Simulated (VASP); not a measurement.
```
MgS
1.0
    0.00000     2.59213     2.59213
    2.59213     0.00000     2.59213
    2.59213     2.59213     0.00000
Mg S
1 1
Direct
  0.00000   0.00000   0.00000
  0.50000   0.50000   0.50000
```

Level of theory: SCAN meta-GGA, VASP's PBE PAW potentials (set 64) (plane waves; VASP). Numerical set-up: 400 eV cut-off, 11×11×11 Γ-centred mesh, Gaussian smearing of 0.010 eV, potentials Mg S.

Question: Give the direction-averaged independent-particle dielectric function (no local fields, no excitons; a broadening of 0.1 eV leaves a tail below the gap, and fine structure carries the noise of the k-mesh).

Answer: 
```
ħω (eV)     ε₁     ε₂
-------  -----  -----
0.00      5.16   0.00
0.20      5.16   0.00
0.50      5.18   0.01
0.80      5.21   0.01
1.00      5.24   0.02
1.30      5.29   0.02
1.60      5.36   0.03
1.90      5.46   0.03
2.10      5.53   0.04
2.40      5.66   0.05
2.70      5.81   0.06
3.00      6.00   0.07
3.20      6.15   0.08
3.50      6.42   0.10
3.80      6.76   0.13
4.10      7.19   0.17
4.30      7.56   0.21
4.60      8.31   0.39
4.90      9.22   0.54
5.20     10.68   1.97
5.40     10.99   2.25
5.70     12.72   4.67
6.00     12.63   7.22
6.30     12.59  11.24
6.50      8.41  13.40
6.80      5.08  14.53
7.10      0.90  13.62
7.40     -0.97   9.47
7.60     -0.22   8.96
7.90      1.01   8.55
8.20      0.52   9.80
8.50     -2.06   8.85
8.70     -0.98   7.64
9.00     -3.31   7.87
9.30     -2.95   6.28
9.60     -3.78   5.47
9.80     -4.14   4.75
10.10    -2.99   3.34
10.40    -2.69   3.25
10.70    -3.07   2.70
```
ε₂ peaks at 6.7 eV (height 14.6), 8.3 eV (height 9.9); ε₁(0) averages 5.16, so the electronic refractive index below the gap tends to √5.16 = 2.27.

The structure comes from a measured MgS entry (Fm-3m) of the Crystallography Open Database, whose conditions weren't checked. It was relaxed first.
